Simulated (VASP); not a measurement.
Calculation: LDA (Ceperley-Alder, Perdew-Zunger), VASP's LDA PAW potentials (set 64) (plane waves; VASP).

VASP input:

### INCAR
```
! general
SYSTEM = Be
PREC   = Accurate
ENCUT  = 400
LREAL  = F
LASPH  = T

! electronic loop
EDIFF  = 1E-6
NELM   = 100
ALGO   = Normal

! smearing
ISMEAR = 1
SIGMA  = 0.1

! ions
IBRION = 2
NSW    = 60
ISIF   = 3
EDIFFG = -0.01

! output
LWAVE  = F
LCHARG = F
```

**POSCAR**
```
Be
1
    1.1158113072    -1.9326417144    -0.0000000000
    1.1158113072     1.9326417144     0.0000000000
    0.0000000000     0.0000000000     3.5087987054
Be
2
Direct
  0.3333330000   0.6666670000   0.2500000000
  0.6666670000   0.3333330000   0.7500000000
```

File KPOINTS:
```
Regular mesh
0
G
17 17 9
```

POTCAR, in this order: Be (LDA.64 set). Program: vasp_std.

Output of the run:

OSZICAR:
```
       N       E                     dE             d eps       ncg     rms          rms(c)
DAV:   1    -0.493998888997E+01   -0.49400E+01   -0.15230E+03  2088   0.439E+02
DAV:   2    -0.845476493226E+01   -0.35148E+01   -0.33096E+01  2940   0.426E+01
DAV:   3    -0.847059032117E+01   -0.15825E-01   -0.15826E-01  2376   0.323E+00
DAV:   4    -0.847059478187E+01   -0.44607E-05   -0.44599E-05  3018   0.526E-02
DAV:   5    -0.847059478207E+01   -0.20580E-09   -0.77816E-09  2298   0.406E-04    0.128E+00
DAV:   6    -0.843131234152E+01    0.39282E-01   -0.28019E-03  2298   0.502E-01    0.774E-01
DAV:   7    -0.841326793780E+01    0.18044E-01   -0.46385E-03  2262   0.629E-01    0.202E-02
DAV:   8    -0.841325935370E+01    0.85841E-05   -0.10867E-05  2964   0.365E-02    0.535E-03
DAV:   9    -0.841325831603E+01    0.10377E-05   -0.55924E-07  2112   0.828E-03    0.476E-04
DAV:  10    -0.841325830747E+01    0.85609E-08   -0.46132E-09  1410   0.750E-04
   1 F= -.84132583E+01 E0= -.84132984E+01  d E =-.841326E+01
       N       E                     dE             d eps       ncg     rms          rms(c)
DAV:   1    -0.841327975962E+01   -0.21444E-04   -0.11842E-04  2490   0.919E-02    0.446E-03
DAV:   2    -0.841327940421E+01    0.35541E-06   -0.31572E-07  2148   0.520E-03
   2 F= -.84132794E+01 E0= -.84133218E+01  d E =-.210967E-04
```

### OUTCAR
```
------------------------ aborting loop because EDIFF is reached ----------------------------------------
  FORCE on cell =-STRESS in cart. coord.  units (eV):
  Direction    XX          YY          ZZ          XY          YZ          ZX
  --------------------------------------------------------------------------------------
  Total        0.0040049      0.0040049     -0.0003584      0.0000000      0.0000000      0.0000000
  in kB        0.4234317      0.4234317     -0.0378963      0.0000000      0.0000000      0.0000000
  external PRESSURE =       0.2696557 kB  Pullay stress =       0.0000000 kB
  volume of cell :       15.15
      direct lattice vectors                 reciprocal lattice vectors
     1.116553138 -1.933926602  0.000000000     0.447806722 -0.258541353 -0.000000000
     1.116553138  1.933926602  0.000000000     0.447806722  0.258541353 -0.000000000
     0.000000000  0.000000000  3.508850191     0.000000000  0.000000000  0.284993643
 POSITION                                       TOTAL-FORCE (eV/Angst)
 -----------------------------------------------------------------------------------
      1.11655      0.64464      0.87721        -0.000000     -0.000000      0.000000
      1.11655     -0.64464      2.63164         0.000000      0.000000      0.000000
 -----------------------------------------------------------------------------------
    total drift:                                0.000000     -0.000002      0.000004
  FREE ENERGIE OF THE ION-ELECTRON SYSTEM (eV)
  ---------------------------------------------------
  free  energy   TOTEN  =        -8.4132794042 eV

  energy  without entropy=       -8.4134065861  energy(sigma->0) =       -8.41332180

 reached required accuracy - stopping structural energy minimisation
```
(Selected blocks of OUTCAR.)

CONTCAR:
```
Be
   1.00000000000000
     1.1165531376951199   -1.9339266021863777    0.0000000000000000
     1.1165531376951199    1.9339266021863777    0.0000000000000000
     0.0000000000000000    0.0000000000000000    3.5088501912612942
  Be
     2
Direct
     0.3333330000000032    0.6666669999999968    0.2500000000000000
     0.6666669999999968    0.3333330000000032    0.7500000000000000
```

OUTCAR:
```
 val. band max:        7.0122012747   @ k =   0.2941   0.2941   0.0000

 cond. band min:       7.0887808140   @ k =   0.2941   0.2353   0.0000


 Fermi energy:         7.0477149528

 k-point     1 :       0.0000    0.0000    0.0000
  band No.  band energies     occupation
      1      -4.3111      2.00000
      2       2.5467      2.00000
      3       8.5344     -0.00000
      4      23.3471      0.00000
      5      23.3471      0.00000
      6      26.2786      0.00000

 k-point     2 :       0.0588    0.0000    0.0000
  band No.  band energies     occupation
      1      -4.2120      2.00000
      2       2.6804      2.00000
      3       8.5548     -0.00000
      4      22.5453      0.00000
      5      22.7284      0.00000
      6      26.2993      0.00000

 k-point     3 :       0.1176    0.0000    0.0000
  band No.  band energies     occupation
      1      -3.9145      2.00000
      2       3.0811      2.00000
      3       8.6080     -0.00000
      4      20.6101      0.00000
      5      21.5136      0.00000
      6      26.2645      0.00000

 k-point     4 :       0.1765    0.0000    0.0000
  band No.  band energies     occupation
      1      -3.4180      2.00000
      2       3.7472      2.00000
      3       8.6589     -0.00000
      4      18.2747      0.00000
      5      20.2480      0.00000
      6      25.9026      0.00000

 k-point     5 :       0.2353    0.0000    0.0000
  band No.  band energies     occupation
      1      -2.7226      2.00000
      2       4.6754      2.00000
      3       8.6038     -0.00000
      4      16.0619      0.00000
      5      19.1063      0.00000
      6      23.9902      0.00000

 k-point     6 :       0.2941    0.0000    0.0000
  band No.  band energies     occupation
      1      -1.8303      2.00000
      2       5.8588      2.00000
      3       8.1992     -0.00000
      4      14.4187      0.00000
      5      18.1548      0.00000
      6      21.3881      0.00000
...
```

The compound is Be in the hcp structure. This run relaxes it. Symmetry was kept, so distortions that lower it aren't found. The start is the result of an earlier pass.
